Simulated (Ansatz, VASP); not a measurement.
# Ga2O3 in two plane-wave programs, part 2 of 2

One calculation is typed for both programs; each brings its own data sets. How far apart do they land? The cell is taken from a series of runs on this material, whose earlier steps may have relaxed, scaled, displaced or heated it; both programs get it as it stands.

VASP 6.6.1 and Ansatz 0.2.0.

So far. Step 2 (VASP: single point, r2SCAN): The run ends at a pressure of -4.36 GPa, with forces up to 0.080 eV/Å.

## Step 5: VASP: single point, r2SCAN with rVV10

Level of this step: r2SCAN with rVV10; plane waves and PAW (Ga_d, O) (VASP).

A single point gives forces, pressure and levels at one fixed geometry, so differences don't come from the geometry; what else differs is listed under the comparison.

File INCAR:

```
SYSTEM = Ga2O3
PREC = Accurate
ENCUT = 580
EDIFF = 1E-06
NELM = 120
ISMEAR = 0
SIGMA = 0.01
LREAL = .FALSE.
ALGO = Normal
METAGGA = R2SCAN
LUSE_VDW = .TRUE.
IVDW_NL = 2
BPARAM = 11.95
CPARAM = 0.0093
LASPH = .TRUE.
NBANDS = 54
LORBIT = 11
LWAVE = .FALSE.
LCHARG = .FALSE.
ISIF = 2
GGA_COMPAT = .FALSE.
EFERMI = MIDGAP
LMIXTAU = .TRUE.
KPAR = 2
```

File POSCAR:

```
Ga2O3
1.0
    6.1873644791     -1.5385332127      0.0000000000
    6.1873644791      1.5385332127      0.0000000000
   -1.4042276876      0.0000000000      5.7040962985
Ga O
4 6
Direct
    0.0899204557      0.0899204557      0.7946966823
    0.9100795443      0.9100795443      0.2053033177
    0.6581925857      0.6581925857      0.3147343319
    0.3418074143      0.3418074143      0.6852656681
    0.1609139878      0.1609139878      0.1098514789
    0.8390860122      0.8390860122      0.8901485211
    0.1740945944      0.1740945944      0.5659037812
    0.8259054056      0.8259054056      0.4340962188
    0.4955746879      0.4955746879      0.2575498569
    0.5044253121      0.5044253121      0.7424501431
```

File KPOINTS:

```
Automatic mesh
0
Gamma
8 8 4
0 0 0
```

The projector-augmented-wave data sets are Ga_d and O (PBE family, release 64).

The run is started by

```sh
mpirun -np 2 vasp_std
```

Numbers of over 12 decimals in the logs are rounded to 6 here.

Output:

```text
[banner, memory and clock lines left out]
running    2 mpi-ranks, on    1 nodes
[...]
|                                                                             |
|               ----> ADVICE to this user running VASP <----                  |
|                                                                             |
|     You have switched on vdW-DFT.                                           |
|     This routine was written and supplied by Jiri Klimes. We recommend      |
|     that you carefully read and cite the following publications:            |
|       J. Klimes, D.R. Bowler, A. Michelides                                 |
|          J. Phys.: Cond Matt. 22 022201 (2010)                              |
|       J. Klimes, D.R. Bowler, A. Michelides                                 |
|          Phys. Rev. B. 83, 195131 (2011)                                    |
|     and references therein.                                                 |
|                                                                             |

[...]
Total rVV10 correction in eV:      2.5682384    93.3369985
Total rVV10 correction in eV:      2.5682384    93.3369985
DAV:  17    -0.998545858127E+02   -0.23747E-03   -0.27738E-04  9074   0.138E-01    0.112E-02
Total rVV10 correction in eV:      2.5683402    93.3369985
Total rVV10 correction in eV:      2.5683402    93.3369985
DAV:  18    -0.998546901580E+02   -0.10435E-03   -0.57593E-05  9308   0.610E-02    0.554E-03
Total rVV10 correction in eV:      2.5683810    93.3369985
Total rVV10 correction in eV:      2.5683810    93.3369985
DAV:  19    -0.998546676787E+02    0.22479E-04   -0.78387E-06  9150   0.366E-02    0.335E-03
Total rVV10 correction in eV:      2.5683788    93.3369985
Total rVV10 correction in eV:      2.5683788    93.3369985
DAV:  20    -0.998546926431E+02   -0.24964E-04   -0.64843E-06  8026   0.186E-02    0.202E-03
Total rVV10 correction in eV:      2.5683520    93.3369985
Total rVV10 correction in eV:      2.5683520    93.3369985
DAV:  21    -0.998546936232E+02   -0.98011E-06   -0.15605E-06  6276   0.137E-02
Total rVV10 correction in eV:      2.5683934    93.3369985
Total rVV10 correction in eV:      2.5683934    93.3369985
Total rVV10 correction in eV:      2.5683430    93.3369985
Total rVV10 correction in eV:      2.5683430    93.3369985
   1 F= -.99854694E+02 E0= -.99854694E+02  d E =0.000000E+00
```

OUTCAR, selected parts (step 5):

```text
  Total       -3.6511022     -3.9938395     -4.0744627      0.0000000      0.0000000      0.0221900
  in kB      -53.8648122    -58.9212256    -60.1106617      0.0000000      0.0000000      0.3273699
  external PRESSURE =     -57.6322332 kB  Pullay stress =       0.0000000 kB

 POSITION                                       TOTAL-FORCE (eV/Angst)
 -----------------------------------------------------------------------------------
     -0.00319      0.00000      4.53303         0.033891      0.000000      0.001360
     10.97370      0.00000      1.17107        -0.033891      0.000000     -0.001360
      7.70300      0.00000      1.79527        -0.007127      0.000000      0.059403
      3.26751      0.00000      3.90882         0.007127      0.000000     -0.059403
      1.83701      0.00000      0.62660         0.064040      0.000000      0.042450
      9.13349      0.00000      5.07749        -0.064040      0.000000     -0.042450
      1.35972      0.00000      3.22797         0.032072      0.000000     -0.058869
      9.61079      0.00000      2.47613        -0.032072      0.000000      0.058869
      5.77094      0.00000      1.46909         0.090510      0.000000      0.035724
      5.19956      0.00000      4.23501        -0.090510      0.000000     -0.035724
 -----------------------------------------------------------------------------------
    total drift:                                0.000000      0.000000     -0.000000

  FREE ENERGIE OF THE ION-ELECTRON SYSTEM (eV)
  ---------------------------------------------------
  free  energy   TOTEN  =       -99.8546936232 eV

  energy  without entropy=      -99.8546936232  energy(sigma->0) =      -99.85469362

[... 2 parts as in an earlier step ...]

[... 1 further part left out ...]
[key lines of the parts left out:]
E-fermi :   4.4083
```

The run ends at a pressure of -5.76 GPa, with forces up to 0.097 eV/Å.

## Step 6: Ansatz: single point, r2SCAN with rVV10

The same cell, functional and mesh now go to Ansatz, which takes its cutoff from its data sets.

The cell is taken from a series of runs on this material, whose earlier steps may have relaxed, scaled, displaced or heated it; both programs get it as it stands.

File input.yaml:

```yaml
crystal:
  lattice:
    - [6.1873644791, -1.5385332127, 0.0]
    - [6.1873644791, 1.5385332127, 0.0]
    - [-1.4042276876, 0.0, 5.7040962985]
  atoms:
    - { symbol: Ga, position: [0.0899204557, 0.0899204557, 0.7946966823] }
    - { symbol: Ga, position: [0.9100795443, 0.9100795443, 0.2053033177] }
    - { symbol: Ga, position: [0.6581925857, 0.6581925857, 0.3147343319] }
    - { symbol: Ga, position: [0.3418074143, 0.3418074143, 0.6852656681] }
    - { symbol: O, position: [0.1609139878, 0.1609139878, 0.1098514789] }
    - { symbol: O, position: [0.8390860122, 0.8390860122, 0.8901485211] }
    - { symbol: O, position: [0.1740945944, 0.1740945944, 0.5659037812] }
    - { symbol: O, position: [0.8259054056, 0.8259054056, 0.4340962188] }
    - { symbol: O, position: [0.4955746879, 0.4955746879, 0.2575498569] }
    - { symbol: O, position: [0.5044253121, 0.5044253121, 0.7424501431] }
kpoints:
  mp_grid: { grid: [8, 8, 4] }
hamiltonian:
  xc: r2scan
  pseudopotentials: { kind: paw, source: ansatz }
  dispersion: rvv10
scf:
  occupations: { method: fixed }
  n_extra_bands: 7
  lower_state_search: "off"
  convergence: { dr2_threshold: 1.0e-09 }
output:
  eigenvalues: true
```

The run is started by

```sh
ansatz run input.yaml --threads 16 --pin off --max-ram 73728MiB --backend cpu --events-out ev --progress --plain --runs-dir out
```

Output:

```text
[...]
Crystal: 10 atoms, lattice volume = 108.600 Å³
Basis set: ecut = 1300 eV, 11565 PW (Γ), FFT grids on a1−a2, a2, a3, exchange–correlation on 240×480×480 points (64 copies of the dense FFT grid, shifted against one another)
Bands: 67, of which v1, the nominal top of the filled ones, is band 60 counted from 1 (59 counted from 0)
Symmetry: 4 space group operations
[...]
k-points: 78 of 256
[...]
--- Band table (eV; the first three rows and the last of 78) ---
  k-point 0: bands = [... 56 lower, 7.7404, 7.9361, 8.1094, 8.3652, 11.1103, 14.5657, 15.5967, 15.6096, ... 3 higher]
  k-point 1: bands = [... 56 lower, 7.7588, 7.8121, 7.9617, 8.1305, 12.0296, 14.7104, 15.3011, 15.8141, ... 3 higher]
  k-point 2: bands = [... 56 lower, 7.7742, 7.8114, 7.8768, 8.0892, 13.4910, 13.6586, 15.5260, 16.1126, ... 3 higher]
  k-point 77: bands = [... 56 lower, 7.7547, 7.7858, 7.7996, 8.3813, 13.9309, 14.1223, 15.0132, 15.3699, ... 3 higher]
[key lines of the parts left out:]
SCF converged after 11 iterations
Free energy (F): -37095.429357 eV
Fermi energy:    8.381257 eV
```

## Step 7: Side by side

What differs besides the data sets and the points named for the pairs above, as far as they apply: the data sets hold 120 valence electrons in Ansatz (on PAW files that the input asks for by source) and 88 in VASP. Total energies have different zeros and are not compared.

Both answers:

```csv
quantity,Ansatz,VASP,difference
gap on the k mesh (eV),2.729,2.709,+0.020
```

A gap on the mesh is an upper bound, since the band edges may lie between its points.

## Step 8: Outcome

```json
{
 "difference in gap on the k mesh (single point, r2SCAN)": "0.022 eV",
 "difference in gap on the k mesh (single point, r2SCAN with rVV10)": "0.020 eV"
}
```

**Reading.** The difference in gap on the k mesh is 0.022 eV (single point, r2SCAN), within the 0.08 eV picked in this series as the mark of a large difference. The data sets hold unlike numbers of valence electrons (120 in Ansatz and 88 in VASP), so part of the differences comes from the potentials. How closely two codes agree says nothing of how well the functional describes the real material.

[Lines on the potential files, build, host, timing and source positions are cut from VASP's logs without a mark.]

[Logs are printed without paths, hosts, clocks, repeated set-up lines and the standing remarks that a program may print on its own settings, such as how far it seeks lower states.]

[Hosts, paths, dates, database ids (printed as entryN), source tags and the programs' standing remarks are cut or masked in the printed files.]
